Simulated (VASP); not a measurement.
These are LDA (Ceperley-Alder, Perdew-Zunger), VASP's LDA PAW potentials (set 64) (plane waves; VASP) values and carry that method's errors.

The input files of a VASP run:

File POSCAR:
```
AlN
1
    1.5241587394    -2.6399203694     0.0000000000
    1.5241587394     2.6399203694     0.0000000000
    0.0000000000     0.0000000000     4.8697725938
Al N
2 2
Direct
  0.6666670000   0.3333330000   0.4998079695
  0.3333330000   0.6666670000   0.9998079695
  0.6666670000   0.3333330000   0.8821920305
  0.3333330000   0.6666670000   0.3821920305
```

KPOINTS:
```
Regular mesh
0
G
 8 8 5
```

INCAR:
```
ALGO = Normal
EDIFF = 1E-6
EDIFFG = -0.02
ENCUT = 620
IBRION = 2
ISIF = 3
ISMEAR = 0
LASPH = .True.
LCHARG = .False.
LREAL = .False.
LWAVE = .False.
NELM = 100
NSW = 40
PREC = Accurate
PSTRESS = 200
SIGMA = 0.05
SYSTEM = AlN
```

POTCAR, in this order: Al N (LDA.64 set). Program: vasp_std.

Energy and stress use the plane-wave basis of the starting cell.

Task: Predict the energy per atom (σ→0), volume per atom.

Result: 
```yaml
energy per atom (σ→0): -787.7 kJ/mol of atoms
volume_per_atom: 9.44 Å³/atom
```

### OSZICAR
```
...
DAV:   5    -0.326558099241E+02    0.43058E-07   -0.33957E-07   360   0.549E-03
   8 F= -.27941772E+02 E0= -.27941772E+02  d E =0.900375E-04
       N       E                     dE             d eps       ncg     rms          rms(c)
DAV:   1    -0.326544125815E+02    0.13974E-02   -0.17979E-02   720   0.124E+00    0.292E-02
DAV:   2    -0.326544145837E+02   -0.20021E-05   -0.26238E-04   856   0.147E-01    0.169E-02
DAV:   3    -0.326544042756E+02    0.10308E-04   -0.16173E-05   836   0.444E-02    0.477E-03
DAV:   4    -0.326544041027E+02    0.17292E-06   -0.51351E-06   664   0.196E-02
   9 F= -.27941916E+02 E0= -.27941916E+02  d E =-.538463E-04
```

The compound is AlN in the wurtzite structure. This run relaxes it under an external pressure of 20 GPa. Symmetry was kept, so distortions that lower it aren't found.
